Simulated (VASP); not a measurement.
OSZICAR of a VASP run on AlV (space group Cmmm):

File OSZICAR:
```
       N       E                     dE             d eps       ncg     rms          rms(c)
DAV:   1     0.728293693696E+02    0.72829E+02   -0.76452E+03  6156   0.870E+02
DAV:   2    -0.146648713801E+02   -0.87494E+02   -0.84727E+02  5292   0.288E+02
DAV:   3    -0.162909136124E+02   -0.16260E+01   -0.15808E+01  6452   0.434E+01
DAV:   4    -0.163121830152E+02   -0.21269E-01   -0.20826E-01  5452   0.466E+00
DAV:   5    -0.163125768983E+02   -0.39388E-03   -0.39381E-03  6236   0.630E-01    0.188E+01
DAV:   6    -0.148951740430E+02    0.14174E+01   -0.18268E+01  5652   0.499E+01    0.659E+00
DAV:   7    -0.142015542561E+02    0.69362E+00   -0.40842E+00  5572   0.238E+01    0.357E+00
DAV:   8    -0.141486833895E+02    0.52871E-01   -0.26642E-01  5692   0.609E+00    0.525E-01
DAV:   9    -0.141457706516E+02    0.29127E-02   -0.10675E-02  5656   0.142E+00    0.200E-01
DAV:  10    -0.141455960354E+02    0.17462E-03   -0.69925E-04  5768   0.347E-01    0.963E-02
DAV:  11    -0.141455543155E+02    0.41720E-04   -0.23414E-04  5892   0.189E-01    0.437E-02
DAV:  12    -0.141455511687E+02    0.31468E-05   -0.10759E-05  5716   0.420E-02    0.641E-03
DAV:  13    -0.141455507161E+02    0.45264E-06   -0.31601E-07  2932   0.535E-03
   1 F= -.14145551E+02 E0= -.14141879E+02  d E =-.734353E-02
```

Question: Which electronic solver shows in the log?

Answer: It is blocked Davidson (ALGO = Normal, or the opening steps of other solvers). The INCAR had ALGO = Normal.

Question: How was spin treated?

Answer: Without spin polarisation: there is no mag entry.

Question: Can the final energy be trusted as converged?

Answer: The calculation finished and met its thresholds. It stopped with EDIFF = 1E-6, NELM = 100 (PBEsol GGA, plane waves, VASP's PBE PAW potentials (set 64)).

The structure comes from a computed database's AlV entry; how it stands against other phases isn't given here. The cell was not relaxed at this level. The run is not spin-polarised, so no magnetic state was tried.
